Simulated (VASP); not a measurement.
Level of theory: modified Becke-Johnson potential (mBJ), VASP's PBE PAW potentials (set 64) (plane waves; VASP).

A VASP calculation is set up with these files.

File KPOINTS:
```
kpoints
0
G
6 6 6
0 0 0
```

POSCAR:
```
KBr
1.0
  0.0000000000   3.3524783287   3.3524783287
  3.3524783287   0.0000000000   3.3524783287
  3.3524783287   3.3524783287   0.0000000000
K Br
1 1
Cart
  0.0000000000   0.0000000000   0.0000000000
  3.3524783287   3.3524783287   3.3524783287
```

### KPOINTS_OPT
```
k-points along high-symmetry lines
11
Line-mode
Reciprocal
  0.000000   0.000000   0.000000 ! GAMMA
  0.500000   0.000000   0.500000 ! X

  0.500000   0.000000   0.500000 ! X
  0.625000   0.250000   0.625000 ! U

  0.375000   0.375000   0.750000 ! K
  0.000000   0.000000   0.000000 ! GAMMA

  0.000000   0.000000   0.000000 ! GAMMA
  0.500000   0.500000   0.500000 ! L

  0.500000   0.500000   0.500000 ! L
  0.500000   0.250000   0.750000 ! W

  0.500000   0.250000   0.750000 ! W
  0.500000   0.000000   0.500000 ! X
```

INCAR:
```
! general
SYSTEM =KBr
PREC   =Accurate
ENCUT  =400
LREAL  =.FALSE.
LASPH  =.TRUE.

! electronic loop
EDIFF  =1E-6
NELM   =300
ALGO   =Normal
IMIX   =1
AMIX   =0.1
LMAXMIX=4
LMIXTAU=.TRUE.

! smearing
ISMEAR =0
SIGMA  =0.05

! functional
METAGGA=MBJ

! ions
ISIF   =0

! output
LWAVE  =.FALSE.
LCHARG =.FALSE.
```

POTCAR, in this order: K_sv Br (PBE.64 set). Program: vasp_std. Read from the step before: WAVECAR.

The resulting files:

OSZICAR:
```
...
DAV: 217     0.187430959061E+03   -0.31853E+01   -0.49487E+01   388   0.850E+01    0.445E+01
DAV: 218     0.190867846007E+03    0.34369E+01   -0.24810E+01   384   0.497E+01    0.954E+01
DAV: 219     0.189649132238E+03   -0.12187E+01   -0.33712E+00   388   0.200E+01    0.119E+02
DAV: 220     0.187766437354E+03   -0.18827E+01   -0.51419E+01   388   0.796E+01    0.655E+01
DAV: 221     0.190992867729E+03    0.32264E+01   -0.36530E+01   400   0.452E+01    0.548E+01
DAV: 222     0.189293489735E+03   -0.16994E+01   -0.18396E+01   416   0.322E+01    0.820E+01
DAV: 223    -0.279291697146E+03   -0.46859E+03   -0.48398E+03   464   0.105E+03    0.138E+02
DAV: 224     0.127399309883E+03    0.40669E+03   -0.31510E+03   400   0.374E+02    0.826E+01
DAV: 225     0.183642134408E+03    0.56243E+02   -0.83094E+02   516   0.135E+02    0.610E+01
DAV: 226     0.186001772681E+03    0.23596E+01   -0.13471E+02   456   0.874E+01    0.177E+02
DAV: 227     0.191044228993E+03    0.50425E+01   -0.11135E+02   384   0.105E+02    0.496E+01
DAV: 228     0.188632428083E+03   -0.24118E+01   -0.20942E+01   400   0.312E+01    0.189E+01
DAV: 229     0.190419012639E+03    0.17866E+01   -0.72066E+00   388   0.173E+01    0.387E+00
DAV: 230     0.191296563860E+03    0.87755E+00   -0.49996E+00   396   0.131E+01    0.712E+00
DAV: 231     0.190282145199E+03   -0.10144E+01   -0.34423E+00   412   0.129E+01    0.424E+00
DAV: 232     0.190564892632E+03    0.28275E+00   -0.16208E+00   384   0.101E+01    0.183E+01
DAV: 233     0.190816219273E+03    0.25133E+00   -0.14699E+00   456   0.913E+00    0.393E+01
DAV: 234     0.189734575874E+03   -0.10816E+01   -0.25928E+00   416   0.162E+01    0.702E+01
DAV: 235     0.189849680278E+03    0.11510E+00   -0.15482E+01   392   0.400E+01    0.388E+01
DAV: 236     0.185596111139E+03   -0.42536E+01   -0.38798E+01   436   0.719E+01    0.152E+02
DAV: 237     0.190057552041E+03    0.44614E+01   -0.16658E+01   388   0.238E+01    0.114E+02
DAV: 238    -0.269914989976E+03   -0.45997E+03   -0.37236E+03   528   0.848E+02    0.928E+01
DAV: 239     0.124758646585E+03    0.39467E+03   -0.31069E+03   384   0.388E+02    0.757E+01
DAV: 240     0.113933750291E+03   -0.10825E+02   -0.16142E+03   656   0.207E+02    0.649E+02
DAV: 241     0.175597921184E+03    0.61664E+02   -0.82347E+02   436   0.216E+02    0.181E+02
DAV: 242    -0.410689637421E+03   -0.58629E+03   -0.87478E+03   572   0.126E+03    0.267E+02
DAV: 243     0.148259281701E+03    0.55895E+03   -0.28778E+03   488   0.358E+02    0.965E+01
DAV: 244     0.182260919721E+03    0.34002E+02   -0.10185E+03   420   0.162E+02    0.568E+01
DAV: 245     0.187327002878E+03    0.50661E+01   -0.25202E+02   472   0.106E+02    0.144E+02
DAV: 246     0.185277117507E+03   -0.20499E+01   -0.15131E+02   384   0.706E+01    0.211E+02
DAV: 247     0.181124879690E+03   -0.41522E+01   -0.12514E+02   416   0.705E+01    0.154E+02
DAV: 248     0.330332752077E+02   -0.14809E+03   -0.22742E+03   536   0.595E+02    0.209E+02
DAV: 249     0.155655909624E+03    0.12262E+03   -0.16977E+03   392   0.279E+02    0.339E+01
DAV: 250     0.181970786177E+03    0.26315E+02   -0.60916E+02   500   0.137E+02    0.116E+01
DAV: 251     0.187073027126E+03    0.51022E+01   -0.11750E+02   448   0.748E+01    0.176E+02
DAV: 252     0.185362476906E+03   -0.17106E+01   -0.60940E+01   392   0.439E+01    0.180E+02
DAV: 253     0.183945452432E+03   -0.14170E+01   -0.13435E+02   400   0.112E+02    0.806E+01
DAV: 254     0.187024266154E+03    0.30788E+01   -0.48500E+01   396   0.496E+01    0.773E+01
DAV: 255     0.190843713567E+03    0.38194E+01   -0.50319E+01   400   0.400E+01    0.740E+00
DAV: 256     0.186146051840E+03   -0.46977E+01   -0.39565E+01   400   0.504E+01    0.362E+01
DAV: 257     0.149386002568E+03   -0.36760E+02   -0.47648E+02   516   0.234E+02    0.200E+02
DAV: 258     0.167400974243E+03    0.18015E+02   -0.77017E+02   384   0.204E+02    0.134E+02
DAV: 259     0.186201726053E+03    0.18801E+02   -0.43667E+02   436   0.124E+02    0.511E+01
DAV: 260     0.185872742160E+03   -0.32898E+00   -0.14304E+02   424   0.707E+01    0.862E+01
DAV: 261     0.188791653981E+03    0.29189E+01   -0.71497E+01   404   0.393E+01    0.844E+01
DAV: 262     0.184371142885E+03   -0.44205E+01   -0.65952E+01   388   0.527E+01    0.481E+01
DAV: 263     0.185825131423E+03    0.14540E+01   -0.41222E+01   392   0.370E+01    0.982E+01
DAV: 264     0.188532017592E+03    0.27069E+01   -0.54286E+01   408   0.794E+01    0.647E+01
DAV: 265     0.187288376756E+03   -0.12436E+01   -0.48305E+01   412   0.607E+01    0.817E+01
DAV: 266     0.185270513180E+03   -0.20179E+01   -0.45986E+01   400   0.545E+01    0.580E+01
DAV: 267    -0.210537773450E+04   -0.22906E+04   -0.20497E+04   508   0.307E+03    0.188E+03
DAV: 268     0.855937948069E+02    0.21910E+04   -0.56512E+03   448   0.608E+02    0.229E+02
DAV: 269     0.172122080988E+03    0.86528E+02   -0.10057E+03   604   0.153E+02    0.131E+02
DAV: 270     0.188707719280E+03    0.16586E+02   -0.12861E+02   480   0.813E+01    0.291E+02
DAV: 271    -0.264234877247E+03   -0.45294E+03   -0.55454E+03   592   0.138E+03    0.128E+02
DAV: 272     0.123548732695E+03    0.38778E+03   -0.32569E+03   464   0.394E+02    0.168E+02
DAV: 273     0.173101389413E+03    0.49553E+02   -0.77338E+02   448   0.146E+02    0.190E+02
DAV: 274     0.189805287723E+03    0.16704E+02   -0.15812E+02   448   0.941E+01    0.193E+02
DAV: 275     0.184325268347E+03   -0.54800E+01   -0.10017E+02   392   0.633E+01    0.208E+02
DAV: 276     0.182526458954E+03   -0.17988E+01   -0.11602E+02   400   0.782E+01    0.225E+01
DAV: 277     0.190210709763E+03    0.76843E+01   -0.33888E+01   392   0.349E+01    0.802E+01
DAV: 278    -0.274508532847E+04   -0.29353E+04   -0.27861E+04   472   0.484E+03    0.176E+03
DAV: 279     0.851220047095E+02    0.28302E+04   -0.60375E+03   492   0.611E+02    0.268E+02
DAV: 280     0.144586573715E+03    0.59465E+02   -0.24364E+03   700   0.217E+02    0.391E+02
DAV: 281     0.155138894067E+03    0.10552E+02   -0.34217E+02   432   0.200E+02    0.237E+02
DAV: 282     0.176004497811E+03    0.20866E+02   -0.10348E+03   488   0.278E+02    0.300E+02
DAV: 283     0.183559965450E+03    0.75555E+01   -0.30149E+02   396   0.104E+02    0.229E+02
DAV: 284     0.192308837155E+03    0.87489E+01   -0.10690E+02   440   0.693E+01    0.283E+02
DAV: 285     0.185202329262E+03   -0.71065E+01   -0.94365E+01   392   0.617E+01    0.314E+02
DAV: 286     0.181493767995E+03   -0.37086E+01   -0.71847E+01   416   0.525E+01    0.252E+02
DAV: 287     0.118917888100E+03   -0.62576E+02   -0.11925E+03   544   0.424E+02    0.185E+02
DAV: 288     0.152142119309E+03    0.33224E+02   -0.13154E+03   408   0.290E+02    0.226E+02
DAV: 289     0.179030732589E+03    0.26889E+02   -0.53622E+02   440   0.122E+02    0.211E+02
DAV: 290     0.185970756013E+03    0.69400E+01   -0.22292E+02   444   0.125E+02    0.208E+01
DAV: 291     0.741140498750E+02   -0.11186E+03   -0.10346E+03   616   0.433E+02    0.272E+01
DAV: 292     0.144623347392E+03    0.70509E+02   -0.17745E+03   388   0.325E+02    0.773E+01
DAV: 293     0.181143794889E+03    0.36520E+02   -0.45721E+02   396   0.129E+02    0.553E+01
DAV: 294     0.189015262707E+03    0.78715E+01   -0.11265E+02   452   0.733E+01    0.213E+02
DAV: 295    -0.163997816784E+03   -0.35301E+03   -0.45271E+03   568   0.115E+03    0.735E+01
DAV: 296     0.125066473191E+03    0.28906E+03   -0.28874E+03   400   0.389E+02    0.874E+01
DAV: 297    -0.633492123617E+03   -0.75856E+03   -0.93013E+03   640   0.465E+02    0.279E+02
DAV: 298     0.164673981053E+03    0.79817E+03   -0.13877E+03   636   0.236E+02    0.529E+02
DAV: 299     0.179832340803E+03    0.15158E+02   -0.10181E+03   424   0.235E+02    0.200E+02
DAV: 300     0.185326953534E+03    0.54946E+01   -0.23516E+02   456   0.998E+01
   1 F= 0.18532695E+03 E0= 0.18532695E+03  d E =-.933602E-11
       N       E                     dE             ncg
       N       E                     dE             ncg
       N       E                     dE             ncg
       N       E                     dE             ncg
       N       E                     dE             ncg
```

**OUTCAR**
```
------------------------ aborting loop EDIFF was not reached (unconverged)  ----------------------------
  volume of cell :       75.36
      direct lattice vectors                 reciprocal lattice vectors
     0.000000000  3.352478329  3.352478329    -0.149143395  0.149143395  0.149143395
     3.352478329  0.000000000  3.352478329     0.149143395 -0.149143395  0.149143395
     3.352478329  3.352478329  0.000000000     0.149143395  0.149143395 -0.149143395
  FREE ENERGIE OF THE ION-ELECTRON SYSTEM (eV)
  ---------------------------------------------------
  free  energy   TOTEN  =       185.3269535336 eV

  energy  without entropy=      185.3269535336  energy(sigma->0) =      185.32695353

     CMBJ =    1.0000

     CMBJA=   -0.0120

     CMBJB=    1.0230

     CMBJE=    0.5000

    CMBJ =    2.0000
```
(Selected blocks of OUTCAR.)

### stdout
```
...
DAV: 292     0.144623347392E+03    0.70509E+02   -0.17745E+03   388   0.325E+02    0.773E+01
DAV: 293     0.181143794889E+03    0.36520E+02   -0.45721E+02   396   0.129E+02    0.553E+01
DAV: 294     0.189015262707E+03    0.78715E+01   -0.11265E+02   452   0.733E+01    0.213E+02
DAV: 295    -0.163997816784E+03   -0.35301E+03   -0.45271E+03   568   0.115E+03    0.735E+01
DAV: 296     0.125066473191E+03    0.28906E+03   -0.28874E+03   400   0.389E+02    0.874E+01
DAV: 297    -0.633492123617E+03   -0.75856E+03   -0.93013E+03   640   0.465E+02    0.279E+02
DAV: 298     0.164673981053E+03    0.79817E+03   -0.13877E+03   636   0.236E+02    0.529E+02
DAV: 299     0.179832340803E+03    0.15158E+02   -0.10181E+03   424   0.235E+02    0.200E+02
DAV: 300     0.185326953534E+03    0.54946E+01   -0.23516E+02   456   0.998E+01

 -----------------------------------------------------------------------------
|                                                                             |
|           W    W    AA    RRRRR   N    N  II  N    N   GGGG   !!!           |
|           W    W   A  A   R    R  NN   N  II  NN   N  G    G  !!!           |
|           W    W  A    A  R    R  N N  N  II  N N  N  G       !!!           |
|           W WW W  AAAAAA  RRRRR   N  N N  II  N  N N  G  GGG   !            |
|           WW  WW  A    A  R   R   N   NN  II  N   NN  G    G                |
|           W    W  A    A  R    R  N    N  II  N    N   GGGG   !!!           |
|                                                                             |
|     The electronic self-consistency was not achieved in the given           |
|     number of steps (NELM). The forces and other quantities evaluated       |
|     might not be reliable so examine the results carefully. If you find     |
|     spurious results, we suggest increasing NELM, if you were close to      |
|     convergence or switching to a different ALGO or adjusting the           |
|     density mixing parameters otherwise.                                    |
|                                                                             |
 -----------------------------------------------------------------------------

   1 F= 0.18532695E+03 E0= 0.18532695E+03  d E =-.933602E-11
 Start KPOINTS_OPT (optional k-point list driver)
k-point batch [1-16\66]
       N       E                     dE             ncg
k-point batch [17-32\66]
       N       E                     dE             ncg
k-point batch [33-48\66]
       N       E                     dE             ncg
k-point batch [49-64\66]
       N       E                     dE             ncg
k-point batch [65-66\66]
       N       E                     dE             ncg
```

Convergence was not reached.

mBJ is a potential without an energy functional, so only the levels count.

The structure comes from a computed database's KBr entry (Fm-3m); how it stands against other phases isn't given here. It was relaxed first, which changed the volume by +5 %. The cell's shape comes from a PBE relaxation.
